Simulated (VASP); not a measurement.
A run of VASP 6.6.1:

INCAR

```
PREC = Accurate
ENCUT = 520
EDIFF = 1E-6
ISMEAR = -1
SIGMA = 0.05
LREAL = Auto
LASPH = T
NELM = 60
ALGO = Normal
ISIF = 2
LWAVE = F
LCHARG = F
GGA = PE
IVDW = 12
NBANDS = 53
```

KPOINTS

```
Automatic mesh
0
Gamma
  1 1 1
```

The input POSCAR:

```
ZnH12Cl2O6
1.0
    6.4680880000      0.0000000000      0.0000000000
    0.0000000000      6.4680880000      0.0000000000
    0.0000000000      0.0000000000      6.4680880000
O H Zn Cl
6 12 1 2
Direct
    1.3222454611      0.5333415377      1.2002619630
    0.4392178956      0.1609594675      0.5865721060
    0.2903330938      0.8112907555      0.3176054500
    0.4525448633      0.6537480628      0.6494964200
    0.5983221008      0.9305532021      0.1417729629
    0.9294400447      0.2431785096      0.1797285380
    1.4387404748      1.5457272690      1.3034609300
   -0.2034295143      3.2172104028      5.0791516751
    1.4432858675      0.8822236185      1.2061060394
    3.0803538851     -0.4628415693      3.7550045701
    0.3354623499      0.6878539686      0.7095759983
   -2.0143974541     -1.8396008218      0.1201282357
   -0.6299697840     11.5976467853     -0.5985694691
    0.6680490432     -3.0799364511     -1.7286715951
   -4.6280755611      4.7349850528      0.5251783835
   -5.4641340687      2.7351204869     -1.1796530907
   -0.6372826096      2.1121388577     -0.2829893471
   -1.5501953591      1.1720155941     -0.9858090985
    0.2475074551      0.2967492093      0.3671409542
    0.1572798638      0.5797694775      0.9121861051
    0.8164236479      1.1011445732      0.5758734266
```

Potentials or basis: VASP PAW PBE potentials, release 64 (O, H, Zn, Cl).

Run with:

```console
$ cat potpaw_PBE.64/O/POTCAR potpaw_PBE.64/H/POTCAR potpaw_PBE.64/Zn/POTCAR potpaw_PBE.64/Cl/POTCAR > POTCAR
$ mpirun -np 1 vasp_gam > vasp.out
```

Hardware: 1 thread of Intel(R) Xeon(R) Platinum 8488C (Sapphire Rapids), on a shared host.

Task: Estimate the wall time of this run.

Result: Wall time 33 s on 1 thread of Intel(R) Xeon(R) Platinum 8488C (Sapphire Rapids), with other jobs on the host, peak memory 0.3 GiB. Counts: scf iterations 22, k points 1.
